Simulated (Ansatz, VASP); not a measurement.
# Two plane-wave programs on BaCaP3

```
Ba Ca P
1.0
     6.43362    0.00000    0.00000
    -3.21681    5.57168    0.00000
     0.00000    0.00000    6.64147
Ba Ca P
2 2 6
Direct
  0.33333 0.66667 0.75000
  0.66667 0.33333 0.25000
  0.00000 0.00000 0.50000
  0.00000 0.00000 0.00000
  0.21515 0.43030 0.25000
  0.78485 0.21515 0.75000
  0.78485 0.56970 0.75000
  0.21515 0.78485 0.25000
  0.56970 0.78485 0.25000
  0.43030 0.21515 0.75000
```

Alike in both runs: functional PBE; k mesh 3 × 3 × 4; occupations gaussian, width 0.1 eV; no spin polarisation.

Ansatz relaxed the structure, and its values are those at the end. VASP's run is a single point on that final structure, the one shown.

|  | VASP | Ansatz |
| --- | --- | --- |
| version | VASP 6.6.1 | Ansatz 0.2.0 |
| potentials or method | VASP PAW PBE potentials, release 64 (Ba_sv, Ca_sv, P) | scalar-relativistic, plane waves, PAW |
| plane-wave cutoff (eV) | 520 | 420 |
| valence electrons in the cell | 70 | 70 |

Ansatz gave:

| Quantity | Value |
| --- | --- |
| gap on the k mesh at the Fermi level (eV) | none |
| pressure (GPa) | 0.1 |
| rms of the force components (eV/Å) | 0.001 |

Question: Which values does VASP return?

Answer: gap on the k mesh at the Fermi level (eV): none; pressure (GPa): 0.5; rms of the force components (eV/Å): 0.030.

A gap of «none» marks a metal or a gap that the smearing closes. With one functional, cell and mesh, what is left measures potentials, basis and numerics.

Caveats: the k mesh is coarse (spacing up to 0.38 Å⁻¹), so the values aren't converged. Spin-orbit coupling is left out, which matters for the levels of Ba.
